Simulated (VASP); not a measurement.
Wanted: the native input for a VASP 6.6.1 run.

```yaml
Task: single point
Functional: PBE
Dispersion: D3(BJ)
Potentials_or_basis: VASP PAW PBE potentials, release 64 (Ti_sv, O)
Cutoff: 520 eV
k_mesh: 10 × 10 × 10
Occupations: gaussian, width 0.02 eV
Spin: no spin polarisation
Dipole_correction: no
Further_INCAR_settings: ALGO = Fast; EDIFF = 1e-07; NBANDS = 33
```

The structure of TiO2 (Anatase) lies in POSCAR:

```
TiO2
1.0
   -1.8935390580      1.8935390580      4.7870001873
    1.8935390580     -1.8935390580      4.7870001873
    1.8935390580      1.8935390580     -4.7870001873
Ti O
2 4
Direct
    0.0000000000      0.0000000000      0.0000000000
    0.7500000000      0.2500000000      0.5000000000
    0.2080646181      0.2080646181      0.0000000000
    0.9580646181      0.4580646181      0.5000000000
    0.5419353819      0.0419353819      0.5000000000
    0.7919353819      0.7919353819      0.0000000000
```

The cell isn't the ideal one: relaxed again under DFT PBE+D3(BJ), scalar-relativistic, plane waves, PAW.

The input as run:

INCAR

```
PREC     = Accurate       # precision mode
ENCUT    = 520            # plane-wave cutoff, eV
EDIFF    = 1E-7           # SCF threshold, eV
ISMEAR   = 0              # smearing method
SIGMA    = 0.02           # smearing width, eV
LREAL    = F              # projectors in reciprocal space
LASPH    = T              # aspherical terms in the spheres
NELM     = 100            # most SCF steps
ALGO     = Fast           # electronic algorithm
ISIF     = 2              # what is computed and relaxed
LWAVE    = F              # write WAVECAR
LCHARG   = F              # write CHGCAR
GGA      = PE             # functional
IVDW     = 12             # dispersion correction
NBANDS   = 33             # bands
```

KPOINTS

```
Automatic mesh
0
Gamma
  10 10 10
```

Potentials or basis: VASP PAW PBE potentials, release 64 (Ti_sv, O).

The run is started by

```sh
$ cat potpaw_PBE.64/Ti_sv/POTCAR potpaw_PBE.64/O/POTCAR > POTCAR
$ mpirun -np 1 vasp_std > vasp.out
```

It gave:

```yaml
Pressure: 0.7 GPa
Largest_force: 0.021 eV/Å
Band_gap_on_the_k_mesh: 2.10 eV, indirect (least direct gap 2.43 eV)
Dispersion_energy_per_atom: -0.224 eV
```

It took 16 min on 1 thread of Intel(R) Xeon(R) Platinum 8488C (Sapphire Rapids), with other jobs on the host, peak memory 0.38 GiB.
